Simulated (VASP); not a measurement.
Data:

```xyz
2
Lattice="0.0000 2.2596 2.2596 2.2596 0.0000 2.2596 2.2596 2.2596 0.0000" Properties=species:S:1:pos:R:3 pbc="T T T"
B      0.0000     0.0000     0.0000
P      1.1298     1.1298     1.1298
```

Calculation: AM05 GGA, VASP's PBE PAW potentials (set 64) (plane waves; VASP 6.6.1). Settings: 520 eV cut-off, Gaussian smearing of 0.050 eV, potentials B P.

**Question.** Give the energies of bands 2 to 7 at the high-symmetry points, in eV from the valence-band maximum.

**Answer.** 
```tsv
band	Γ	X	U	L	W
2	0.00	-8.66	-8.23	-9.18	-8.10
3	0.00	-4.20	-6.39	-1.79	-5.83
4	0.00	-4.20	-3.58	-1.79	-5.62
5	3.34	1.21	2.03	3.84	5.25
6	3.34	1.53	5.95	4.63	6.70
7	3.34	12.20	9.76	4.63	7.26
```

The gap is indirect, 1.12 eV, from the valence maximum at Γ to the conduction minimum at Γ-X at 0.86.

The compound is BP in the zinc blende structure. It was relaxed first.
